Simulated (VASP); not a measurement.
Consider the following.

```
CELL_PARAMETERS angstrom
     -3.97797     3.97797     2.32965
      3.97797    -3.97797     2.32965
      3.97797     3.97797    -2.32965
ATOMIC_POSITIONS crystal
  Cd 0.75000 0.25000 0.50000
  Cd 0.00000 0.00000 0.00000
  As 0.37500 0.56674 0.69174
  As 0.31674 0.12500 0.69174
  As 0.87500 0.68326 0.30826
  As 0.43326 0.62500 0.30826
```

Method: PBEsol GGA, VASP's PBE PAW potentials (set 64) (plane waves; VASP 6.6.1). Numerical set-up: 400 eV cut-off, 6×6×6 Γ-centred mesh, tetrahedra with Blöchl corrections, potentials Cd As.

Predict the energy per atom (σ→0), band gap (on the k-mesh) with the smallest direct gap where there is one.

```json
{
  "band gap (on the k-mesh)": "0.28 eV",
  "smallest direct gap (on the k-mesh)": "0.83 eV",
  "energy per atom (σ→0)": "-3.846 eV/atom"
}
```

Only differences to runs with the same potentials and settings are physical.

The structure comes from a computed database's CdAs2 entry (I4_122); how it stands against other phases isn't given here. It was relaxed first.
